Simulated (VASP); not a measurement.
A run of VASP 6.6.1:

INCAR

```
  ALGO = Normal
  EDIFF = 1E-6
  ENCUT = 600
  ISIF = 2
  ISMEAR = -1
  LASPH = True
  LCHARG = True
  LELF = True
  LMIXTAU = True
  LREAL = False
  LWAVE = False
  METAGGA = R2SCAN
  NELM = 60
  PREC = Accurate
  SIGMA = 0.05
```

File KPOINTS:

```
k-points
0
Gamma
  5 5 8
```

Contents of POSCAR:

```
Sn3SO2
1.0
    6.4349325124      0.0000000000      0.0000000000
   -3.2174662562      5.5728150239      0.0000000000
    0.0000000000      0.0000000000      3.5619975754
Sn S O
3 1 2
Direct
    0.5000000000      0.0000000000      0.5000000000
    0.0000000000      0.5000000000      0.5000000000
    0.5000000000      0.5000000000      0.5000000000
    0.0000000000      0.0000000000      0.0000000000
    0.6666666700      0.3333333300      0.0000000000
    0.3333333300      0.6666666700      0.0000000000
```

Potentials or basis: VASP PAW PBE potentials, release 64 (Sn_d_GW, S_GW, O_GW).

Command:

```console
$ cat potpaw_PBE.64/Sn_d_GW/POTCAR potpaw_PBE.64/S_GW/POTCAR potpaw_PBE.64/O_GW/POTCAR > POTCAR
$ mpirun -np 1 vasp_std > vasp.out
```

Hardware: 1 thread of Intel(R) Xeon(R) Platinum 8175M CPU @ 2.50GHz (Skylake/Cascade Lake), with other jobs on the host.

Task: Estimate the wall time of this run.

Result: Run time: 31 min on 1 thread of Intel(R) Xeon(R) Platinum 8175M CPU @ 2.50GHz (Skylake/Cascade Lake), with other jobs on the host, peak memory 0.41 GiB. Counts: scf iterations 21, k points 25.
